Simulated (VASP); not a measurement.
Data:

```
CELL_PARAMETERS angstrom
      6.49576     0.00000     0.00000
      0.00000     6.49576     0.00000
      0.00000     0.00000     6.49576
ATOMIC_POSITIONS crystal
  Mg 0.00000 0.00000 0.00000
  Te 0.24826 0.24826 0.24826
  Te 0.75174 0.75174 0.24826
  Te 0.75174 0.24826 0.75174
  Te 0.24826 0.75174 0.75174
  Hg 0.50000 0.50000 0.00000
  Hg 0.50000 0.00000 0.50000
  Hg 0.00000 0.50000 0.50000
```

The numbers are results of PBEsol GGA, VASP's PBE PAW potentials (set 64) (plane waves; VASP), not measurements. Numerical set-up: 400 eV cut-off, 6×6×6 Γ-centred mesh, tetrahedra with Blöchl corrections, potentials Mg Te Hg.

The cores are frozen, which limits the accuracy of field gradients.

Question: Give the principal components of the electric field gradient (V/Å²) and the asymmetry η at each nucleus.

Answer: 
```
atom   Vxx   Vyy     Vzz     η
----  ----  ----  ------  ----
Mg1    0.0   0.0     0.0     -
Te2   84.0  84.0  -167.9  0.00
Te3   84.0  84.0  -167.9  0.00
Te4   84.0  84.0  -167.9  0.00
Te5   84.0  84.0  -167.9  0.00
Hg6   -5.0  -5.0    10.0  0.00
Hg7   -5.0  -5.0    10.0  0.00
Hg8   -5.0  -5.0    10.0  0.00
```

The structure was generated: Hg3MgTe4 was put into an ordered model structure (P-43m), which need not be its known phase. It was relaxed first.
